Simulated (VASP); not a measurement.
Computed with PBEsol GGA, VASP's PBE PAW potentials (set 64) (plane waves; VASP).

The input files of a VASP run:

### POSCAR
```
FeGe
1.0
  4.5958234143   0.0000000000   0.0000000000
  0.0000000000   4.5958234143   0.0000000000
  0.0000000000   0.0000000000   4.5958234143
Fe Ge
4 4
Cartesian
  3.9702196530   2.9235154685   1.6723079458
  1.6723079458   3.9702196530   2.9235154685
  0.6256037613   0.6256037613   0.6256037613
  2.9235154685   1.6723079458   3.9702196530
  0.7265472071   1.5713645000   3.0244589143
  3.0244589143   0.7265472071   1.5713645000
  3.8692762072   3.8692762072   3.8692762072
  1.5713645000   3.0244589143   0.7265472071
```

**KPOINTS**
```
Automatic mesh
0
Gamma
6 6 6
0 0 0
```

### INCAR
```
# general
SYSTEM =FeGe
PREC   =Accurate
ENCUT  =400
LREAL  =.FALSE.
LASPH  =.TRUE.

# electronic loop
EDIFF  =1E-6
NELM   =100
ALGO   =Normal
LMAXMIX=4

# smearing
ISMEAR =1
SIGMA  =0.1

# functional
GGA    =PS

# spin
ISPIN  =2
MAGMOM =4*1.2 4*0.0

# ions
IBRION =2
NSW    =60
ISIF   =3
EDIFFG =-0.02

# output
LWAVE  =.FALSE.
LCHARG =.FALSE.
LORBIT =10
```

POTCAR, in this order: Fe Ge_d (PBE.64 set). Program: vasp_std.

Predict the energy per atom (σ→0), cell moment, band gap (on the k-mesh).

```
Property                                                     Value
------------------------  ----------------------------------------
energy per atom (σ→0)                               -7.133 eV/atom
cell moment                                                4.06 μB
band gap (on the k-mesh)  none (metal, semimetal or under 0.01 eV)
```

File OSZICAR:
```
...
DAV:  10    -0.570677300973E+02   -0.93257E-02   -0.40958E-02  6718   0.158E+00    0.627E-01
DAV:  11    -0.570655845984E+02    0.21455E-02   -0.97367E-03  7388   0.706E-01    0.260E-01
DAV:  12    -0.570654924562E+02    0.92142E-04   -0.19765E-03  6066   0.392E-01    0.130E-01
DAV:  13    -0.570654210609E+02    0.71395E-04   -0.12315E-04  6524   0.106E-01    0.870E-02
DAV:  14    -0.570654381993E+02   -0.17138E-04   -0.61916E-05  6802   0.815E-02    0.295E-02
DAV:  15    -0.570654385231E+02   -0.32381E-06   -0.11281E-05  5720   0.338E-02    0.804E-03
DAV:  16    -0.570654376775E+02    0.84566E-06   -0.17284E-06  3238   0.154E-02
   1 F= -.57065438E+02 E0= -.57066176E+02  d E =-.570654E+02  mag=     4.0633
```

The compound is FeGe in the B20 structure. It was relaxed first, which changed the volume by -7 %. The start is the result of an earlier pass.
